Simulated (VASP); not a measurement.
Method: HSE06 screened hybrid (exact exchange on a k-mesh reduced by 3x3x1), VASP's PBE PAW potentials (set 64) (plane waves; VASP).

A VASP calculation is set up with these files.

### INCAR
```
SYSTEM = MgI2 monolayer
PREC = Normal
ENCUT = 400
EDIFF = 1E-5
NELM = 50
ALGO = Normal
LREAL = .FALSE.
LASPH = .TRUE.
ISMEAR = 0
SIGMA = 0.05
GGA = PE
LMAXMIX = 4
LWAVE = .FALSE.
LCHARG = .FALSE.
NELMIN = 4
HFSCREEN = 0.2
AEXX = 0.25
LHFCALC = .TRUE.
PRECFOCK = Fast
ISYM = 3
ISIF = 0
LVHAR = .TRUE.
NKREDX = 3
NKREDY = 3
```

POSCAR:
```
MgI2 monolayer
42.8179830
  0.0980897543   0.0000000000   0.0000000000
 -0.0490448771   0.0849482126   0.0000000000
  0.0000000000   0.0000000000   0.5000000040
I Mg
2 1
Cartesian
  0.0490449262   0.0283160426   0.2108829830
 -0.0000000490   0.0566321701   0.2891170210
  0.0980897543   0.0000000000   0.2500000020
```

### KPOINTS
```
Automatic mesh
0
Gamma
12 12 1
0 0 0
```

POTCAR, in this order: I Mg (PBE.64 set). Program: vasp_std. Read from the step before: WAVECAR.

Output of the run:

**OUTCAR**
```
 ion  position               nearest neighbor table
   1  0.667  0.333  0.422-   3 2.95   3 2.95   3 2.95
   2  0.333  0.667  0.578-   3 2.95   3 2.95   3 2.95
   3  0.000  0.000  0.500-   1 2.95   2 2.95   2 2.95   1 2.95   1 2.95   2 2.95
  LATTYP: Found a hexagonal cell.
 ALAT       =     4.2000054310
 C/A-ratio  =     5.0973723778
 Subroutine PRICEL returns:
 Original cell was already a primitive cell.
 Subroutine GETGRP returns: Found 12 space group operations
The static configuration has the point symmetry D_3d.
The dynamic configuration has the point symmetry D_3d.
 Subroutine INISYM returns: Found 12 space group operations
 Subroutine IBZKPT returns following result:
 Found     19 irreducible k-points:

 Following reciprocal coordinates:
            Coordinates               Weight
  0.000000  0.000000  0.000000      1.000000
  0.083333 -0.000000  0.000000      6.000000
  0.166667 -0.000000  0.000000      6.000000
  0.250000 -0.000000  0.000000      6.000000
  0.333333 -0.000000  0.000000      6.000000
  0.416667  0.000000  0.000000      6.000000
  0.500000 -0.000000  0.000000      3.000000
  0.083333  0.083333  0.000000      6.000000
  0.166667  0.083333  0.000000     12.000000
  0.250000  0.083333  0.000000     12.000000
  0.333333  0.083333  0.000000     12.000000
  0.416667  0.083333  0.000000     12.000000
  0.166667  0.166667  0.000000      6.000000
  0.250000  0.166667  0.000000     12.000000
  0.333333  0.166667  0.000000     12.000000
  0.416667  0.166667  0.000000      6.000000
  0.250000  0.250000  0.000000      6.000000
  0.333333  0.250000  0.000000     12.000000
  0.333333  0.333333  0.000000      2.000000
 Subroutine IBZKPT_HF returns following result:
   k-points           NKPTS =     19   k-points in BZ     NKDIM =    144   number of bands    NBANDS=     12
   number of dos      NEDOS =    301   number of ions     NIONS =      3
   total plane-waves  NPLWV =  62208
   dimension x,y,z NGX =    24 NGY =   24 NGZ =  108
   dimension x,y,z NGXF=    48 NGYF=   48 NGZF=  216
   ions per type =               2   1
   PREC   = normal    normal or accurate (medium, high low for compatibility)
   ISTART =      1    job   : 0-new  1-cont  2-samecut
   ICHARG =      0    charge: 1-file 2-atom 10-const
   ISPIN  =      1    spin polarized calculation?
   LNONCOLLINEAR =      F non collinear calculations
   LSORBIT =      F    spin-orbit coupling
   INIWAV =      1    electr: 0-lowe 1-rand  2-diag
   ENCUT  =  400.0 eV  29.40 Ry    5.42 a.u.   6.85  6.85 34.91*2*pi/ulx,y,z
   NELM   =     50;   NELMIN=  4; NELMDL=  0     # of ELM steps
   EDIFF  = 0.1E-04   stopping-criterion for ELM
   LREAL  =      F    real-space projection
   NLSPLINE    = F    spline interpolate recip. space projectors
   LMAXMIX     =    4 max onsite mixed and CHGCAR
   VOSKOWN=      0    Vosko Wilk Nusair interpolation
   EDIFFG = 0.1E-03   stopping-criterion for IOM
   NSW    =      0    number of steps for IOM
   NBLOCK =      1;   KBLOCK =      1    inner block; outer block
   IBRION =     -1    ionic relax: 0-MD 1-quasi-New 2-CG
   NFREE  =      0    steps in history (QN), initial steepest desc. (CG)
   ISIF   =      0    stress and relaxation
   ISYM   =      3    0-nonsym 1-usesym 2-fastsym
   TEIN   =    0.0    initial temperature
   TEBEG  =    0.0;   TEEND  =   0.0 temperature during run
   SMASS  =  -3.00    Nose mass-parameter (am)
   PSTRESS=    0.0 pullay stress
   NELECT =      16.0000    total number of electrons
   EFERMI =   0.00;   METHOD = LEGACY
   ISMEAR =     0;   SIGMA  =   0.05  broadening in eV -4-tet -1-fermi 0-gaus
   IALGO  =     38    algorithm
   LDIAG  =      T    sub-space diagonalisation (order eigenvalues)
   IMIX   =      1    mixing-type and parameters
...
```

**OSZICAR**
```
       N       E                     dE             d eps       ncg     rms          rms(c)
DAV:   1    -0.922591519320E+01   -0.92259E+01   -0.60970E-01   564   0.630E+00    0.503E+00
DAV:   2    -0.922938165172E+01   -0.34665E-02   -0.13315E-02   516   0.974E-01    0.321E+00
DAV:   3    -0.922804915071E+01    0.13325E-02   -0.69412E-04   548   0.194E-01    0.190E+00
DAV:   4    -0.922759231191E+01    0.45684E-03   -0.28047E-04   548   0.109E-01    0.111E+00
DAV:   5    -0.922745037758E+01    0.14193E-03   -0.91266E-05   548   0.637E-02    0.648E-01
DAV:   6    -0.922740274997E+01    0.47628E-04   -0.20466E-05   380   0.350E-02    0.379E-01
DAV:   7    -0.922738780118E+01    0.14949E-04   -0.11998E-05   376   0.287E-02    0.218E-01
DAV:   8    -0.922738372223E+01    0.40789E-05   -0.73448E-06   384   0.221E-02
   1 F= -.92273837E+01 E0= -.92273837E+01  d E =-.194830E-10
```

**OUTCAR**
```
------------------------ aborting loop because EDIFF is reached ----------------------------------------
  volume of cell :      327.06
      direct lattice vectors                 reciprocal lattice vectors
     4.200005431  0.000000000  0.000000000     0.238094930  0.137464182  0.000000000
    -2.100002716  3.637311125  0.000000000     0.000000000  0.274928365  0.000000000
     0.000000000  0.000000000 21.408991670     0.000000000  0.000000000  0.046709346
 POSITION                                       TOTAL-FORCE (eV/Angst)
 -----------------------------------------------------------------------------------
      2.10000      1.21244      9.02958        -0.000000     -0.000000      0.144583
     -0.00000      2.42488     12.37941         0.000000      0.000000     -0.144583
      0.00000      0.00000     10.70450        -0.000000      0.000000      0.000000
 -----------------------------------------------------------------------------------
    total drift:                               -0.000000     -0.000000     -0.000000
  FREE ENERGIE OF THE ION-ELECTRON SYSTEM (eV)
  ---------------------------------------------------
  free  energy   TOTEN  =        -9.2273837222 eV

  energy  without entropy=       -9.2273837222  energy(sigma->0) =       -9.22738372

  exchange ACFDT corr.  =         0.00000000  see jH, gK, PRB 81, 115126
```
(Selected blocks of OUTCAR.)

OUTCAR:
```
 val. band max:       -4.4543322557   @ k =   0.0000   0.0000   0.0000

 cond. band min:       0.1625836473   @ k =   0.5000  -0.0000   0.0000


 Fermi energy:        -4.2467540210

 k-point     1 :       0.0000    0.0000    0.0000
  band No.  band energies     occupation
      1     -17.2292      2.00000
      2     -16.6578      2.00000
      3      -7.5419      2.00000
      4      -5.0695      2.00000
      5      -4.7444      2.00000
      6      -4.7444      2.00000
      7      -4.4543      2.00000
      8      -4.4543      2.00000
      9       0.5443      0.00000
     10       1.4440      0.00000
     11       2.4813      0.00000
     12       2.4940      0.00000

 k-point     2 :       0.0833   -0.0000    0.0000
  band No.  band energies     occupation
      1     -17.1916      2.00000
      2     -16.6345      2.00000
      3      -7.5087      2.00000
      4      -5.1905      2.00000
      5      -4.9029      2.00000
      6      -4.8355      2.00000
      7      -4.6760      2.00000
      8      -4.4646      2.00000
      9       0.7930      0.00000
     10       1.7326      0.00000
     11       2.4907      0.00000
     12       2.5227      0.00000

 k-point     3 :       0.1667   -0.0000    0.0000
  band No.  band energies     occupation
      1     -17.0875      2.00000
      2     -16.5741      2.00000
      3      -7.4313      2.00000
      4      -5.7875      2.00000
      5      -5.2109      2.00000
      6      -5.0439      2.00000
      7      -4.9393      2.00000
      8      -4.5300      2.00000
      9       1.2031      0.00000
     10       2.0168      0.00000
     11       2.6030      0.00000
     12       2.6814      0.00000

 k-point     4 :       0.2500   -0.0000    0.0000
  band No.  band energies     occupation
      1     -16.9332      2.00000
      2     -16.4934      2.00000
      3      -7.4085      2.00000
      4      -6.4997      2.00000
      5      -5.7210      2.00000
      6      -5.2822      2.00000
...
```

Exact exchange is summed on a reduced mesh (NKRED). Unless said otherwise, spin-orbit coupling is left out, though it shifts the bands of the heavy elements here.

The cell is a sheet with vacuum, built from MgI2 (1T layered). The cell's shape comes from a PBE relaxation.
